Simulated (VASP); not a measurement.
OSZICAR of a VASP run on Sn (beta):

File OSZICAR:
```
       N       E                     dE             d eps       ncg     rms          rms(c)
DAV:   1     0.198376900693E+03    0.19838E+03   -0.14459E+04  5874   0.228E+03
DAV:   2     0.101014258865E+02   -0.18828E+03   -0.18610E+03  5894   0.435E+02
DAV:   3    -0.709491059231E+01   -0.17196E+02   -0.17043E+02  6644   0.137E+02
DAV:   4    -0.760923860547E+01   -0.51433E+00   -0.51347E+00  6754   0.261E+01
DAV:   5    -0.762900886723E+01   -0.19770E-01   -0.19770E-01  7862   0.469E+00    0.221E+00
DAV:   6    -0.761508506749E+01    0.13924E-01   -0.34060E-02  7652   0.282E+00    0.123E+00
DAV:   7    -0.761224358591E+01    0.28415E-02   -0.20884E-02  7598   0.216E+00    0.163E-01
DAV:   8    -0.761222745730E+01    0.16129E-04   -0.19091E-03  6692   0.645E-01    0.360E-02
DAV:   9    -0.761223643799E+01   -0.89807E-05   -0.57902E-05  7632   0.799E-02    0.139E-02
DAV:  10    -0.761223519549E+01    0.12425E-05   -0.77923E-06  7336   0.402E-02    0.187E-03
DAV:  11    -0.761223524320E+01   -0.47712E-07   -0.31664E-07  5416   0.786E-03
   1 F= -.72584657E+01 E0= -.72583225E+01  d E =-.725847E+01
       N       E                     dE             d eps       ncg     rms          rms(c)
DAV:   1    -0.779277298997E+01   -0.18054E+00   -0.40804E+00  6386   0.340E+01    0.232E+00
DAV:   2    -0.764178315401E+01    0.15099E+00   -0.27174E-01  6994   0.899E+00    0.103E+00
DAV:   3    -0.760812112689E+01    0.33662E-01   -0.10321E-01  7688   0.534E+00    0.131E-01
DAV:   4    -0.760661017837E+01    0.15109E-02   -0.30453E-03  6028   0.712E-01    0.387E-02
DAV:   5    -0.760649647261E+01    0.11371E-03   -0.18674E-04  7674   0.110E-01    0.180E-02
DAV:   6    -0.760649538846E+01    0.10841E-05   -0.12223E-05  6134   0.515E-02    0.578E-03
DAV:   7    -0.760649671557E+01   -0.13271E-05   -0.95962E-07  6396   0.841E-03    0.775E-04
DAV:   8    -0.760649663477E+01    0.80805E-07   -0.77295E-08  3322   0.298E-03
   2 F= -.72614065E+01 E0= -.72612410E+01  d E =-.294073E-02
       N       E                     dE             d eps       ncg     rms          rms(c)
DAV:   1    -0.761904828176E+01   -0.12552E-01   -0.23216E-01  6390   0.842E+00    0.540E-01
DAV:   2    -0.761084915423E+01    0.81991E-02   -0.14169E-02  7086   0.206E+00    0.244E-01
DAV:   3    -0.760893641247E+01    0.19127E-02   -0.60510E-03  7694   0.129E+00    0.292E-02
DAV:   4    -0.760883402983E+01    0.10238E-03   -0.19073E-04  6340   0.187E-01    0.977E-03
DAV:   5    -0.760882019180E+01    0.13838E-04   -0.10916E-05  7598   0.327E-02    0.448E-03
DAV:   6    -0.760881867987E+01    0.15119E-05   -0.87189E-07  6200   0.142E-02    0.114E-03
DAV:   7    -0.760881826296E+01    0.41691E-06   -0.46614E-08  3168   0.252E-03    0.215E-04
DAV:   8    -0.760881827592E+01   -0.12960E-07   -0.69871E-09  3026   0.123E-03
   3 F= -.72617031E+01 E0= -.72615385E+01  d E =-.323738E-02
       N       E                     dE             d eps       ncg     rms          rms(c)
DAV:   1    -0.760872867068E+01    0.89592E-04   -0.97797E-04  6398   0.542E-01    0.352E-02
DAV:   2    -0.760869224732E+01    0.36423E-04   -0.60743E-05  7060   0.135E-01    0.159E-02
DAV:   3    -0.760868459377E+01    0.76536E-05   -0.25378E-05  7700   0.837E-02    0.193E-03
DAV:   4    -0.760868530901E+01   -0.71523E-06   -0.78547E-07  6122   0.119E-02    0.629E-04
DAV:   5    -0.760868559371E+01   -0.28470E-06   -0.31497E-08  3020   0.203E-03    0.268E-04
DAV:   6    -0.760868571015E+01   -0.11644E-06   -0.16615E-08  3002   0.207E-03    0.436E-05
DAV:   7    -0.760868569152E+01    0.18632E-07   -0.41885E-09  2988   0.800E-04
   4 F= -.72617028E+01 E0= -.72615381E+01  d E =-.323702E-02
```

**Question.** Which electronic solver shows in the log?

**Answer.** It is blocked Davidson (ALGO = Normal, or the opening steps of other solvers). The INCAR had ALGO = Normal.

**Question.** Can the final energy be trusted as converged?

**Answer.** Self-consistency was reached. It stopped with EDIFF = 1E-7, NELM = 100, NSW = 40 and EDIFFG = -0.01 after 4 ionic steps (PBE GGA, plane waves, VASP's PBE PAW potentials (set 64)).

The compound is Sn in the beta structure. This run relaxes it under an external pressure of 1 GPa. Symmetry was kept, so distortions that lower it aren't found.
